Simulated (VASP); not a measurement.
```yaml
crystal:
  lattice:
    - [2.91818, 0.00000, 0.00000]
    - [0.00000, 2.91818, 0.00000]
    - [0.00000, 0.00000, 2.91818]
  atoms:
    - { symbol: Zn, position: [0.50000, 0.50000, 0.50000] }
    - { symbol: Cu, position: [0.00000, 0.00000, 0.00000] }
```

Calculation: TPSS meta-GGA, VASP's PBE PAW potentials (set 64) (plane waves; VASP). Settings: 520 eV cut-off, 14×14×14 Γ-centred mesh, tetrahedra with Blöchl corrections, potentials Zn Cu.

Question: Tabulate the total density of states (states/eV per cell) against energy (eV; zero at the valence-band maximum or, without a gap, the Fermi level).

Answer: 
(E (eV), DOS (states/eV)): (-9.89, 0.13); (-9.55, 0.17); (-9.22, 0.22); (-8.88, 0.29); (-8.54, 0.43); (-8.20, 3.36); (-7.87, 11.3); (-7.53, 12.0); (-7.19, 3.15); (-6.85, 0.47); (-6.51, 0.47); (-6.17, 0.50); (-5.84, 0.51); (-5.50, 0.61); (-5.16, 1.02); (-4.82, 1.25); (-4.48, 0.59); (-4.14, 2.16); (-3.81, 4.79); (-3.47, 2.85); (-3.02, 6.98); (-2.68, 2.47); (-2.34, 0.51); (-2.00, 0.68); (-1.67, 0.88); (-1.33, 0.76); (-0.99, 0.67); (-0.65, 0.60); (-0.31, 0.55); (0.03, 0.50); (0.36, 0.45); (0.70, 0.41); (1.04, 0.37); (1.38, 0.32); (1.72, 0.27); (2.05, 0.28); (2.39, 0.48); (2.73, 0.60); (3.07, 0.71); (3.41, 0.73)
Within 2 eV below the Fermi level the largest weight inside VASP's projection spheres is Cu d, then Zn p.

The compound is CuZn in the CsCl type structure. It was relaxed first. The electron count is odd and the run is not spin-polarised, which forces a metal.
